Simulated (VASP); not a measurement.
These are revPBE GGA, VASP's PBE PAW potentials (set 64) (plane waves; VASP) values and carry that method's errors.

VASP input:

### INCAR
```
! general
SYSTEM  = WSi2
PREC    = Accurate
ENCUT   = 520
LREAL   = .False.
LASPH   = .True.

! electronic loop
EDIFF   = 1E-6
NELM    = 100
ALGO    = Normal
LMAXMIX = 6

! smearing
ISMEAR  = 1
SIGMA   = 0.1

! functional
GGA     = RE

! ions
IBRION  = 2
NSW     = 60
ISIF    = 3
EDIFFG  = -0.02

! output
LWAVE   = .False.
LCHARG  = .False.
```

**KPOINTS**
```
Automatic mesh
0
Gamma
12 12 12
0 0 0
```

POSCAR:
```
WSi2
1
   -1.6185102115     1.6185102115     3.9469253104
    1.6185102115    -1.6185102115     3.9469253104
    1.6185102115     1.6185102115    -3.9469253104
Si W
2 1
Direct
  0.6653069893   0.6653069893   0.0000000000
  0.3346930107   0.3346930107   0.0000000000
  0.0000000000   0.0000000000   0.0000000000
```

POTCAR, in this order: Si W_sv (PBE.64 set). Program: vasp_std.

The resulting files:

### OSZICAR
```
       N       E                     dE             d eps       ncg     rms          rms(c)
DAV:   1     0.126248443565E+03    0.12625E+03   -0.11175E+04  4890   0.148E+03
DAV:   2    -0.203067648873E+02   -0.14656E+03   -0.14462E+03  5534   0.356E+02
DAV:   3    -0.247266407134E+02   -0.44199E+01   -0.42515E+01  6577   0.516E+01
DAV:   4    -0.247612745493E+02   -0.34634E-01   -0.34525E-01  5457   0.527E+00
DAV:   5    -0.247616903714E+02   -0.41582E-03   -0.41569E-03  6682   0.597E-01    0.243E+01
DAV:   6    -0.239991002595E+02    0.76259E+00   -0.47660E+00  5898   0.161E+01    0.826E+00
DAV:   7    -0.239200775454E+02    0.79023E-01   -0.31820E-01  5492   0.331E+00    0.445E+00
DAV:   8    -0.238973253962E+02    0.22752E-01   -0.50307E-02  6297   0.204E+00    0.329E-01
DAV:   9    -0.238969888081E+02    0.33659E-03   -0.12279E-03  5898   0.306E-01    0.201E-01
DAV:  10    -0.238969298486E+02    0.58959E-04   -0.36058E-04  6066   0.191E-01    0.367E-02
DAV:  11    -0.238969213563E+02    0.84923E-05   -0.45223E-05  6199   0.566E-02    0.165E-02
DAV:  12    -0.238969211300E+02    0.22634E-06   -0.20096E-06  4255   0.102E-02
   1 F= -.23896921E+02 E0= -.23896963E+02  d E =-.238969E+02
       N       E                     dE             d eps       ncg     rms          rms(c)
DAV:   1    -0.238974396927E+02   -0.51834E-03   -0.17861E-02  5751   0.119E+00    0.103E-01
DAV:   2    -0.238971455085E+02    0.29418E-03   -0.10006E-03  5793   0.250E-01    0.505E-02
DAV:   3    -0.238970770726E+02    0.68436E-04   -0.12461E-04  6192   0.838E-02    0.194E-02
DAV:   4    -0.238970684586E+02    0.86140E-05   -0.26880E-05  6241   0.408E-02    0.673E-03
DAV:   5    -0.238970683620E+02    0.96575E-07   -0.17160E-06  3955   0.100E-02
   2 F= -.23897068E+02 E0= -.23897109E+02  d E =-.147232E-03
```

File OUTCAR:
```
------------------------ aborting loop because EDIFF is reached ----------------------------------------
  FORCE on cell =-STRESS in cart. coord.  units (eV):
  Direction    XX          YY          ZZ          XY          YZ          ZX
  --------------------------------------------------------------------------------------
  Total       -0.0090962     -0.0090962      0.0570995      0.0000000     -0.0000000     -0.0000000
  in kB       -0.3524886     -0.3524886      2.2126839      0.0000000     -0.0000000     -0.0000000
  external PRESSURE =       0.5025689 kB  Pullay stress =       0.0000000 kB
  volume of cell :       41.35
      direct lattice vectors                 reciprocal lattice vectors
    -1.619225669  1.619225669  3.942290382     0.000000000  0.308789571  0.126829825
     1.619225669 -1.619225669  3.942290382     0.308789571  0.000000000  0.126829825
     1.619225669  1.619225669 -3.942290382     0.308789571  0.308789571  0.000000000
 POSITION                                       TOTAL-FORCE (eV/Angst)
 -----------------------------------------------------------------------------------
      1.61923      1.61923      1.30583        -0.000000     -0.000000      0.003717
      0.00000      0.00000      2.63646        -0.000000     -0.000000     -0.003717
      0.00000      0.00000     -0.00000         0.000000      0.000000     -0.000000
 -----------------------------------------------------------------------------------
    total drift:                                0.000000     -0.000000     -0.000000
  FREE ENERGIE OF THE ION-ELECTRON SYSTEM (eV)
  ---------------------------------------------------
  free  energy   TOTEN  =       -23.8970683620 eV

  energy  without entropy=      -23.8971906289  energy(sigma->0) =      -23.89710912

 reached required accuracy - stopping structural energy minimisation
```
(Selected blocks of OUTCAR.)

### CONTCAR
```
WSi2
   1.00000000000000
    -1.6192256689762139    1.6192256689762139    3.9422903819255160
     1.6192256689762139   -1.6192256689762139    3.9422903819255160
     1.6192256689762139    1.6192256689762139   -3.9422903819255160
  Si              W
     2     1
Direct
     0.6656176938923298    0.6656176938923298    1.0000000000000000
     0.3343823061076701    0.3343823061076701    0.0000000000000000
     0.0000000000000000    0.0000000000000000    0.0000000000000000
```

The compound is WSi2 in the MoSi2 type structure. This run relaxes it. Symmetry was kept, so distortions that lower it aren't found. The start is the result of an earlier pass.
